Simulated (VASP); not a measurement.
In2Te2O:

```
CELL_PARAMETERS angstrom
4.68808 0.00000 0.00000
0.00000 4.68808 0.00000
0.00000 0.00000 6.66230
ATOMIC_POSITIONS crystal
In 0.50000 0.00000 0.50000
In 0.00000 0.50000 0.50000
Te 0.50000 0.50000 0.75025
Te 0.50000 0.50000 0.24975
O 0.50000 0.50000 0.00000
```

The cell was built by a generator and needn't be a form met in nature.

| Quantity | Value |
| --- | --- |
| Program | VASP 6.6.1 |
| Task | relaxation of cell and atoms |
| Functional | PBE |
| Potentials or basis | VASP PAW PBE potentials, release 64 (In_d, Te, O) |
| Cutoff | 520 eV |
| k mesh | 3 × 3 × 2 |
| Occupations | gaussian, width 0.15 eV |
| Spin | no spin polarisation |

At the start: pressure 29.0 GPa; volume 29.28 Å³/atom.

**Question.** How do energy, volume and symmetry change on relaxing?

**Answer.** Over 14 steps the energy falls by 1020.4 meV/atom and the volume is 38.79 Å³/atom (+32.5 %); space group P4/mmm (No. 123, to 0.05 Å).

The path:
```
step  energy change (eV)  largest force (eV/Å)  pressure (GPa)  volume (Å³)
   1              0.0000               12.6282           28.98       146.42
   2              0.7332                1.3546           -3.94       274.58
   3             -0.2085                1.7122           -3.09       253.64
   4             -0.8836                2.0500           -2.55       238.34
   5             -3.1089                4.1706            1.14       190.19
   6             -3.9331                4.1812            5.45       167.77
   7             -3.9081                3.7747            8.57       163.68
   8             -3.9334                4.0689            7.37       166.45
   9             -4.8619                1.1711           -2.75       205.18
  10             -4.9133                1.5198           -1.38       196.22
  11             -5.0806                0.3179            0.89       191.94
  12             -5.0975                0.2165            0.21       192.89
  13             -5.0975                0.1768            0.25       192.82
  14             -5.1021                0.0708           -0.04       193.97
```

Final structure:
```xyz
5
Lattice="5.0418 0.0000 0.0000 0.0000 5.0418 0.0000 0.0000 0.0000 7.6305" Properties=species:S:1:pos:R:3 pbc="T T T"
In    2.5209    0.0000    3.8153
In    0.0000    2.5209    3.8153
Te    2.5209    2.5209    5.6108
Te    2.5209    2.5209    2.0197
O     2.5209    2.5209    0.0000
```

Caveat: the k mesh is coarse (spacing up to 0.47 Å⁻¹), so the values aren't converged; the volume moved by over 15 % at a fixed basis, so the end points are rough; the relaxation stopped at a loose force limit of 0.08 eV/Å, so its end isn't a converged minimum.
